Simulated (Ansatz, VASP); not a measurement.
# WC (Qusongite) in two plane-wave programs, part 2 of 2

One calculation is typed for both programs; each brings its own data sets. How far apart do they land? The cell is taken from a series of runs on this material, whose earlier steps may have relaxed, scaled, displaced or heated it; both programs get it as it stands.

VASP 6.6.1 and Ansatz 0.2.0.

So far: Set-up; VASP: zone-centre phonons, PBEsol.

## 3. Ansatz: zone-centre phonons, PBEsol

Level of this step: Ansatz beside VASP: Kohn-Sham DFT, plane waves, PBEsol (Ansatz).

Ansatz runs on its PAW soft_1 files.

The same cell, functional, mesh and smearing now go to Ansatz, which takes its cutoff from its data sets.

Contents of input.yaml:

```yaml
crystal:
  lattice:
    - [3.0145394795, 0.0, 0.0]
    - [-1.5072697398, 2.61066777, 0.0]
    - [0.0, 0.0, 2.788540952]
  atoms:
    - { symbol: C, position: [0.6666666667, 0.3333333333, 0.5] }
    - { symbol: W, position: [0.0, 0.0, 0.0] }
kpoints:
  mp_grid: { grid: [18, 18, 16] }
hamiltonian:
  xc: pbesol
  pseudopotentials: { kind: paw, azcp: { folder: soft_1 }, xc_functional: pbe }
scf:
  occupations: { method: methfessel_paxton, width: 0.2 }
output:
  eigenvalues: true
phonons:
  method: dfpt
```

On the command line:

```console
ansatz run input.yaml --threads 4 --pin off --max-ram 10240MiB --backend cpu --events-out ev --progress --plain --runs-dir out
```

Numbers of over 12 decimals in the logs are rounded to 6 here.

Output:

```text
zone centre: on kpoints.mp_grid the ground state, and the responses unless they are solved on pairs of k-points, stand on 819 of the mesh's 5184 k-points, reduced under 4 symmetry operations, with k and −k counted as one. Each operation leaves every solved displacement unchanged or reverses it
Engine: ansatz 0.2.0, x86_64-unknown-linux-gnu
Pseudopotentials: kind: paw
Pseudopotential: C, paw, valence charge 4, recommended cutoff 420 eV (normal), soft_1/C.paw.azcp
Pseudopotential: W, paw, valence charge 14, recommended cutoff 420 eV (normal), soft_1/W.paw.azcp
Functional definition: PBEsol
  exchange = pbesol_x
  correlation = pbesol_c
Crystal: 2 atoms, lattice volume = 21.946 Å³
Basis set: ecut = 420 eV, 417 PW (Γ), exchange–correlation on 48×48×40 points (8 copies of the dense FFT grid, shifted against one another)
Bands: 13, of which v1, the nominal top of the filled ones, is band 9 counted from 1 (8 counted from 0)
Symmetry: 12 space group operations
k-points: 819 of 5184 (irreducible under 4 space group operations, time reversal used)
Non-local potential: C, projectors of the file, l = 0: 2, l = 1: 2, l = 2: 1
Non-local potential: W, projectors of the file, l = 0: 3, l = 1: 2, l = 2: 2, l = 3: 1
PAW form: soft (Blöchl's): semilocal exchange-correlation on the pseudo side does not see the compensation charge
PAW frozen core: C, regenerated for the run's functional, and the local potential with it (the file was generated under x = pbe(κ = 0.804, μ = 0.219515), c = pbe(β = 0.066725))
PAW frozen core: W, regenerated for the run's functional, and the local potential with it (the file was generated under x = pbe(κ = 0.804, μ = 0.219515), c = pbe(β = 0.066725))
PAW one-centre angular grid: C, 110 points (default); XC on 64 Gauss nodes
PAW one-centre angular grid: W, 590 points (default); XC on 64 Gauss nodes
Initial density: superposition of atomic densities (chi_scale 0.1, normalization cell, long waves kept (reshape's long-wave potential 0.00 eV rms))
Initial wavefunctions: pseudopotential atomic-orbital guess
Functional: x = pbesol(κ = 0.804, μ = 0.123457), c = pbesol(β = 0.046)
SCF iter   1: F=—  HF=-10505.772676 eV  |F-HF|=—  |Δ(HF+E_count)|=         —  Δρ=1.24e-1  dr2=4.78e0  ethr=3.10e-3  ⟨swp⟩=5.0  Hψ=52709  notcnv=0
preconditioner: auto → none  [metal: Δε(μ)=0.027 eV  Ē_g=10.312 eV  σ=0.200 eV  W_gap=0.11  n_scr=8 (ndim 8)  ℏωp=25.1 eV  f_vac=0.000  D(μ)=0.27/eV (n_scr^D=0)  sad-step TF]
SCF iter   2: F=—  HF=-10505.202155 eV  |F-HF|=—  |Δ(HF+E_count)|=   5.71e-1  S|Δr|=    0.00e0  Δρ=8.86e-2  dr2=2.50e0  ethr=3.10e-3  ⟨swp⟩=2.0  Hψ=20370  notcnv=0
SCF iter   3: F=—  HF=-10504.582155 eV  |F-HF|=—  |Δ(HF+E_count)|=   6.20e-1  S|Δr|=    0.00e0  Δρ=9.59e-3  dr2=2.49e-2  ethr=3.10e-3  ⟨swp⟩=2.1  Hψ=18216  notcnv=0
SCF iter   4: F=—  HF=-10504.578290 eV  |F-HF|=—  |Δ(HF+E_count)|=   3.86e-3  S|Δr|=    0.00e0  Δρ=9.42e-4  dr2=1.45e-4  ethr=1.38e-4  ⟨swp⟩=1.1  Hψ=17105  notcnv=0
SCF iter   5: F=—  HF=-10504.578322 eV  |F-HF|=—  |Δ(HF+E_count)|=   3.26e-5  S|Δr|=    0.00e0  Δρ=1.41e-4  dr2=1.56e-6  ethr=8.04e-7  ⟨swp⟩=2.1  Hψ=16657  notcnv=0
SCF iter   6: F=—  HF=-10504.578322 eV  |F-HF|=—  |Δ(HF+E_count)|=   2.78e-8  S|Δr|=    0.00e0  Δρ=1.93e-5  dr2=4.65e-8  ethr=8.64e-9  ⟨swp⟩=2.5  Hψ=17778  notcnv=0
SCF iter   7: F=—  HF=-10504.578322 eV  |F-HF|=—  |Δ(HF+E_count)|=   4.70e-9  S|Δr|=    0.00e0  Δρ=2.36e-6  dr2=9.56e-10  ethr=2.58e-10  ⟨swp⟩=2.0  Hψ=17040  notcnv=0
SCF iter   8: F=—  HF=-10504.578322 eV  |F-HF|=—  |Δ(HF+E_count)|=  3.98e-10  S|Δr|=    0.00e0  Δρ=3.21e-7  dr2=1.69e-11  ethr=5.31e-12  ⟨swp⟩=2.0  Hψ=16739  notcnv=0
SCF iter   9: F=-10504.578322 eV  HF=-10504.578322 eV  |F-HF|=1.82e-12  |Δ(HF+E_count)|=    0.00e0  S|Δr|=    0.00e0  Δρ=6.14e-8  dr2=6.89e-13  ethr=1.00e-12  ⟨swp⟩=5.4  Hψ=40668  notcnv=0
SCF 1 converged in 9 iterations: F = -10504.578322 eV  dr2 = 6.89e-13
  greatest PAW one-centre occupation: 0.999 electrons in one spin orbital (limit 2), on the W atom at site 1 (counted from 0), in its partial waves of l = 0
DFPT response loops at Γ: preconditioner auto → Kerker (q_TF=auto, 2.640 Å⁻¹) (partly filled bands, converged f_vac=0.000); β = 1.00, the filter's whole step (`scf.mixing.beta` (0.50) is not read by the response loops under this deck's `scf.mixing.preconditioner`; to damp them name `kerker` or `kerker_dos`, under which they read `scf.mixing.beta`, and type it under 1.00, their step now; both keys bind the ground state too); Broyden in place of MSR1
SCF converged after 9 iterations
Stability not checked: this state was not tested for a lower state beside it, because cold or Methfessel-Paxton smearing, or corrected tetrahedra, fill the levels in a way that the test cannot read (fill_not_monotonic; see scf.lower_state_search)
Free energy (F): -10504.578322 eV
Harris-Foulkes:  -10504.578322 eV  (|F-HF|=1.82e-12)
Internal energy: -10504.577835 eV  (E = F + TS)
E sigma→0 (E₀):  -10504.578201 eV
Entropy (-TS):   -0.000487 eV (-0.243 meV/atom)
Fermi energy:    19.052647 eV
--- Per-component energies (eV) ---
  E_band       = -84.941409
  E_kinetic    = 504.760395
  E_local      = -649.646771  (includes V_loc(G=0)·N_el)
  E_nonlocal   = -0.267216
  E_hartree    = 259.906243
  E_xc         = -312.272952
  E_vxc        = -288.518269  (∫ρ·V_xc dr)
  E_paw        = -8546.481536  (= ΣΔE_a)
  E_vpaw       = -171.082218  (= ΣTr[D̂ρ^β])
  E_aug_tail   = 0.000169  (compensation charges beyond the density's cutoff)
  E_ewald      = -1760.819125
  E_core_change = 0.242958  (= ΣΔE_core)
  E_smearing   = -0.000487  (= −TS)
  E_closure    = 0.000000  (closes the sum)
  Σ components = -10504.578322   (vs F -10504.578322, Δ=0.00e0)
--- Band table (eV; the first three rows and the last of 819) ---
  k-point 0: bands = [... 5 lower, 15.0217, 15.5481, 15.5481, 19.6530, 22.1319, 22.1319, 24.5565, 24.5565]
  k-point 1: bands = [... 5 lower, 15.0129, 15.5934, 15.5934, 19.5812, 21.7581, 21.7581, 24.6707, 24.7906]
  k-point 2: bands = [... 5 lower, 14.9158, 15.7252, 15.7252, 19.4985, 20.9847, 20.9847, 24.9164, 25.1122]
  k-point 818: bands = [... 5 lower, 12.8792, 13.4189, 17.1131, 17.9803, 23.6496, 24.2236, 24.3028, 28.0932]
--- Phonons (Γ-DFPT): 4 representative perturbations + reference, on 819 of 5184 k-points (Σ response iterations 12) ---
  k mesh reduced under 4 symmetry operations, with k and −k counted as one. Each operation leaves every solved displacement unchanged or reverses it
  ASR residual: 4.107e-5 → 0.000e0 eV/Å²; symmetrization residual: 4.708e-7 eV/Å²
  ASR residual per site (eV/Å²): 3.40e-5 4.11e-5
  Γ frequencies (cm⁻¹): 0.00 0.00 0.00 538.00 565.97 565.97
  non-analytic LO–TO correction: not included (Born effective charges unavailable; polar crystals: no LO–TO splitting at Γ)
```

The column dr2 measures how far the density is from self-consistency, as an energy; F and HF (Harris–Foulkes) agree once it is small.

## 4. Differences

Known differences besides the potentials themselves: the data sets hold 18 valence electrons in Ansatz (on its PAW soft_1 files) and 10 in VASP; the cutoff is 420 eV in Ansatz and 600 eV in VASP; Ansatz makes its cores anew for this functional, VASP keeps those of its PBE data sets. Total energies have different zeros and are not compared.

Compared:

| quantity | Ansatz | VASP | difference |
| --- | --- | --- | --- |
| optical mode 1 (cm⁻¹) | 538.0 | 540.9 | -0.53 % |
| optical mode 2 to 3 (cm⁻¹) | 566.0 | 572.1 | -1.07 % |

Modes are paired by rising frequency, not by their patterns, so a pair may set unlike modes beside each other; they are those without the splitting of longitudinal modes.

## 5. What came out

* r.m.s. difference of the optical zone-centre modes, each program's sorted by frequency (zone-centre phonons, PBEsol): 5.3 cm⁻¹
* difference in optical mode 2 to 3 (zone-centre phonons, PBEsol): -1.1 %

What this shows: The r.m.s. difference of the optical zone-centre modes, each program's sorted by frequency is 5.3 cm⁻¹ (zone-centre phonons, PBEsol). The data sets hold unlike numbers of valence electrons (18 in Ansatz and 10 in VASP), so part of the differences comes from the potentials. Among the rows given in per cent, the largest difference of the zone-centre phonons, PBEsol pair is in optical mode 2 to 3, -1.1 %. How closely two codes agree says nothing of how well the functional describes the real material.

[Lines on the potential files, build, host, timing and source positions are cut from VASP's logs without a mark.]

[Logs are printed without paths, hosts, clocks, repeated set-up lines and the standing remarks that a program may print on its own settings, such as how far it seeks lower states.]

[Hosts, paths, dates, database ids (printed as entryN), source tags and the programs' standing remarks are cut or masked in the printed files.]
